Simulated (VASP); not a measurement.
Input:

```
CELL_PARAMETERS angstrom
      3.29390     0.00000     0.00000
     -1.64695     2.85260     0.00000
      0.00000     0.00000    11.87100
ATOMIC_POSITIONS crystal
  Ti 0.66667 0.33333 0.75000
  Ti 0.33333 0.66667 0.25000
  S  0.66667 0.33333 0.37614
  S  0.33333 0.66667 0.62386
  S  0.33333 0.66667 0.87614
  S  0.66667 0.33333 0.12386
```

Level of theory: PBEsol GGA, VASP's PBE PAW potentials (set 64) (plane waves; VASP 6.6.1). Settings: 400 eV cut-off, Gaussian smearing of 0.050 eV, potentials Ti_sv S.

Without a dispersion term in the relaxation, distances and binding between the weakly bound layers, chains or molecules are unreliable, and so is what depends on them.

Give the energies of bands 14 to 27 at the high-symmetry points, in eV from the Fermi level.

```csv
band,Γ,M,K,A,L,H
14,-4.11,-5.06,-4.12,-4.98,-5.21,-4.29
15,-2.22,-4.21,-4.12,-1.80,-4.29,-4.01
16,-1.81,-4.16,-4.09,-1.80,-4.29,-4.01
17,-1.81,-3.78,-4.02,-1.80,-3.26,-3.80
18,-1.78,-2.98,-3.69,-1.80,-3.26,-3.80
19,-1.78,-2.30,-3.04,-0.98,-2.23,-3.46
20,-0.83,-2.14,-3.04,-0.98,-2.23,-3.46
21,-0.83,-1.20,-2.82,-0.79,-1.10,-2.39
22,-0.74,-1.08,-2.82,-0.79,-1.10,-2.39
23,-0.74,-1.02,-1.05,-0.79,-1.06,-1.17
24,0.33,-0.94,-1.05,-0.79,-1.06,-1.17
25,0.95,-0.10,0.73,1.47,0.12,0.79
26,1.63,0.27,0.86,1.47,0.12,0.79
27,2.78,2.19,1.86,2.78,2.21,1.86
```

It has no gap at this level: it comes out as a metal or semimetal.

The structure comes from a computed database's TiS2 entry (P6_3/mmc); how it stands against other phases isn't given here. It was relaxed first, which changed the volume by -11 %.
